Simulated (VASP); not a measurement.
Consider the following.

```
BaHfO3
1.0
    4.20065     0.00000     0.00000
    0.00000     4.20065     0.00000
    0.00000     0.00000     4.20065
Ba Hf O
1 1 3
Direct
  0.00000   0.00000   0.00000
  0.50000   0.50000   0.50000
  0.50000   0.00000   0.50000
  0.00000   0.50000   0.50000
  0.50000   0.50000   0.00000
```

The numbers are results of PBE GGA, VASP's PBE PAW potentials (set 64) (plane waves; VASP), not measurements. Numerical set-up: 500 eV cut-off, Gaussian smearing of 0.050 eV, potentials Ba_sv Hf_pv O.

Unless said otherwise, spin-orbit coupling is left out, though it shifts the bands of the heavy elements here.

Problem. Give the energies of bands 11 to 22 at the high-symmetry points, in eV from the valence-band maximum.

Solution. 
| band | Γ | X | M | R |
|---|---|---|---|---|
| 11 | -1.70 | -3.89 | -4.21 | -4.38 |
| 12 | -1.70 | -2.06 | -3.72 | -3.67 |
| 13 | -1.70 | -2.06 | -3.69 | -3.67 |
| 14 | -0.95 | -1.80 | -2.36 | -2.51 |
| 15 | -0.95 | -1.69 | -2.36 | -2.51 |
| 16 | -0.95 | -1.69 | -1.06 | -2.51 |
| 17 | -0.24 | -1.64 | -0.93 | 0.00 |
| 18 | -0.24 | -0.55 | -0.93 | 0.00 |
| 19 | -0.24 | -0.55 | -0.08 | 0.00 |
| 20 | 3.54 | 4.08 | 6.13 | 5.95 |
| 21 | 3.54 | 6.23 | 6.13 | 5.95 |
| 22 | 3.54 | 6.23 | 6.48 | 5.95 |

The gap is indirect, 3.54 eV, from the valence maximum at R to the conduction minimum at Γ.

The compound is BaHfO3 in the cubic perovskite structure. It was relaxed first.
